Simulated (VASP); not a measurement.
Wanted: an ASE script for a VASP 6.6.1 run.

* Task: band structure
* Functional: PBE
* Dispersion: D4
* Potentials or basis: VASP PAW PBE potentials, release 64 (Sb, Bi_d, Se)
* Cutoff: 520 eV
* k mesh: 7 × 7 × 6
* Occupations: gaussian, width 0.1 eV
* Spin: no spin polarisation
* Further INCAR settings: ALGO = Normal; EDIFF = 1.00e-07; ISYM = 0

The structure of BiSbSe lies in BiSbSe.cif:

```cif
data_BiSbSe
_cell_length_a 4.80003120
_cell_length_b 4.79817656
_cell_length_c 4.76002459
_cell_angle_alpha 91.38243243
_cell_angle_beta 88.76035476
_cell_angle_gamma 120.44688574
_space_group_name_H-M_alt 'P1'
_space_group_name_Hall 'P 1'
_space_group_IT_number 1
loop_
_space_group_symop_operation_xyz
'x,y,z'
loop_
_atom_site_label
_atom_site_type_symbol
_atom_site_symmetry_multiplicity
_atom_site_Wyckoff_symbol
_atom_site_fract_x
_atom_site_fract_y
_atom_site_fract_z
_atom_site_occupancy
Sb1 Sb 1 a 0.6666666700 0.3333333300 0.5000000000 1
Bi1 Bi 1 a 0.0000000000 0.0000000000 0.0000000000 1
Se1 Se 1 a 0.3333333300 0.6666666700 0.5000000000 1
```

The cell was built by a generator and needn't be a form met in nature.

The cell isn't the ideal one: cell strained at random at fixed volume.

The input as run:

run.py

```python
from ase.calculators.vasp import Vasp
from ase.dft.bandgap import bandgap
from ase.io import read

atoms = read('BiSbSe.cif')
calc = Vasp(
    directory='calc',
    xc='pbe',
    pp='PBE',
    setups='recommended',
    prec='Accurate',
    encut=520,
    ediff=1e-07,
    ismear=0,
    sigma=0.1,
    lreal=False,
    lasph=True,
    nelm=80,
    algo='Normal',
    isif=2,
    lwave=False,
    lcharg=True,
    ivdw=13,
    kpts=[7, 7, 6],
    gamma=True,
)
atoms.calc = calc

print('energy (eV):', atoms.get_potential_energy())
print('free energy (eV):', atoms.get_potential_energy(force_consistent=True))
efermi = calc.get_fermi_level()
print('Fermi level (eV):', efermi)
path = atoms.cell.bandpath(npoints=40, eps=1e-4)
print('path:', path.path)
calc.set(kpts=path.kpts, reciprocal=True, icharg=11, isym=0, lcharg=False)
calc.calculate(atoms)
print('gap on the path (eV):', bandgap(calc, efermi=efermi)[0])
print('direct gap on the path (eV):', bandgap(calc, efermi=efermi, direct=True)[0])
```

Potentials or basis: VASP PAW PBE potentials, release 64 (Sb, Bi_d, Se).

The run is started by

```console
$ python run.py
```

Results of the run:

* Band gap along the path: none (metal or under the smearing width)
* Dispersion energy per atom: -0.442 eV

Caveat: the log is that of the step along the path at fixed density, whose energy, stress, charges and moments have no meaning; spin-orbit coupling is left out, which moves the levels of the heavy elements.

Wall time 2 min on 1 thread of Intel(R) Xeon(R) Platinum 8488C (Sapphire Rapids), on a shared host, peak memory 0.23 GiB.
